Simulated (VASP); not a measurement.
Consider the following.

```
CELL_PARAMETERS angstrom
      1.75166    -3.09823     0.00000
      1.75166     3.09823     0.00000
      0.00000     0.00000     5.69224
ATOMIC_POSITIONS crystal
  Dy 0.33333 0.66667 0.25000
  Dy 0.68700 0.35367 0.75000
```

Level of theory: revPBE GGA, VASP's PBE PAW potentials (set 64) (plane waves; VASP). Run with 400 eV cut-off, 11×11×6 Γ-centred mesh, first-order Methfessel-Paxton smearing of 0.10 eV, potentials Dy_3.

The 4f electrons are frozen in the core of the lanthanide potential, so 4f levels, which can set the real gap, and their magnetism are missing.

**Question.** Which forces act on the atoms, in eV/Å?

**Answer.** 
| atom | Fx | Fy | Fz |
|---|---|---|---|
| Dy1 | 0.073 | -0.022 | 0.000 |
| Dy2 | -0.073 | 0.022 | 0.000 |

**Question.** Give the stress tensor in GPa (positive for a compressed cell).

**Answer.** 
```
 3.93  -0.21   0.00
-0.21   2.55   0.00
 0.00   0.00   1.41
```
The pressure is its mean diagonal, 2.63 GPa.

The compound is Dy in the hcp structure. The cell was not relaxed at this level, atoms are displaced from their ideal sites. The run is one of a series of settings (GGA = RE against the base run), some of them coarse on purpose.
